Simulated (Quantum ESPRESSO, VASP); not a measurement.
Given: the input of a run of VASP 6.6.1 on CSe2. The cell comes from a database or a generator and needn't be the stable form of this composition.

Contents of INCAR:

```
SYSTEM = CSe2
PREC = Accurate
ENCUT = 520
EDIFF = 1E-7
ISMEAR = -1
SIGMA = 0.05
LREAL = .FALSE.
LASPH = .TRUE.
NELM = 100
ALGO = Normal
ISIF = 2
LWAVE = .FALSE.
LCHARG = .FALSE.
GGA = PE
NBANDS = 25
```

Contents of KPOINTS:

```
Automatic mesh
0
G
  6 6 3
  0 0 0
```

File POSCAR:

```
CSe2
1.0
    3.5697670000     -2.9947800000      0.0000000000
    3.5697670000      2.9947800000      0.0000000000
    0.0000000000      0.0000000000      9.4626520000
Se C
4 2
Direct
    0.2124220000      0.7875780000      0.8793850000
    0.7875780000      0.2124220000      0.1206150000
    0.2875780000      0.7124220000      0.3793850000
    0.7124220000      0.2875780000      0.6206150000
    0.0000000000      0.0000000000      0.0000000000
    0.5000000000      0.5000000000      0.5000000000
```

Potentials or basis: VASP PAW PBE potentials, release 64 (Se, C).

Launch:

```console
$ cat potpaw_PBE.64/Se/POTCAR potpaw_PBE.64/C/POTCAR > POTCAR
$ mpirun -np 1 vasp_std > vasp.out
```

Problem. Translate it to Quantum ESPRESSO 7.5. Potentials or basis there: SSSP 1.3 efficiency PBE, cutoff 748 eV.

Solution. As run (cutoffs and basis follow the program's own potentials, and thresholds, step limits or extra output files can differ):

The input pw.in:

```
&CONTROL
  calculation = 'scf'
  prefix = 'pwscf'
  outdir = './tmp'
  pseudo_dir = './pseudo'
  tprnfor = .true.
  tstress = .true.
  disk_io = 'low'
/
&SYSTEM
  ibrav = 0
  nat = 6
  ntyp = 2
  ecutwfc = 55
  ecutrho = 440
  nbnd = 24
  occupations = 'smearing'
  smearing = 'fd'
  degauss = 0.00367493
/
&ELECTRONS
  conv_thr = 1.2d-09
  electron_maxstep = 120
  mixing_beta = 0.5
/
ATOMIC_SPECIES
Se    78.9710 Se_pbe_v1.uspp.F.UPF
C     12.0110 C.pbe-n-kjpaw_psl.1.0.0.UPF
CELL_PARAMETERS angstrom
   3.5697670000   -2.9947800000    0.0000000000
   3.5697670000    2.9947800000    0.0000000000
   0.0000000000    0.0000000000    9.4626520000
ATOMIC_POSITIONS crystal
Se     0.2124220000    0.7875780000    0.8793850000
Se     0.7875780000    0.2124220000    0.1206150000
Se     0.2875780000    0.7124220000    0.3793850000
Se     0.7124220000    0.2875780000    0.6206150000
C      0.0000000000    0.0000000000    0.0000000000
C      0.5000000000    0.5000000000    0.5000000000
K_POINTS automatic
6 6 3 0 0 0
```

Contents of pp_density.in:

```
&INPUTPP
  prefix = 'pwscf'
  outdir = './tmp'
  filplot = 'density.dat'
  plot_num = 0
/
&PLOT
  nfile = 1
  filepp(1) = 'density.dat'
  iflag = 3
  output_format = 6
  fileout = 'density.cube'
/
```

pp_potential.in

```
&INPUTPP
  prefix = 'pwscf'
  outdir = './tmp'
  filplot = 'potential.dat'
  plot_num = 11
/
&PLOT
  nfile = 1
  filepp(1) = 'potential.dat'
  iflag = 3
  output_format = 6
  fileout = 'potential.cube'
/
```

Potentials or basis: SSSP 1.3 efficiency PBE.

Command:

```sh
$ OMP_NUM_THREADS=1 pw.x -in pw.in > pw.out
$ OMP_NUM_THREADS=1 pp.x -in pp_density.in > pp_density.out
$ OMP_NUM_THREADS=1 pp.x -in pp_potential.in > pp_potential.out
```

Both were run:

|  | VASP | Quantum ESPRESSO |
| --- | --- | --- |
| Pressure | 0.2 GPa | 0.1 GPa |

Pressure is positive in compression.
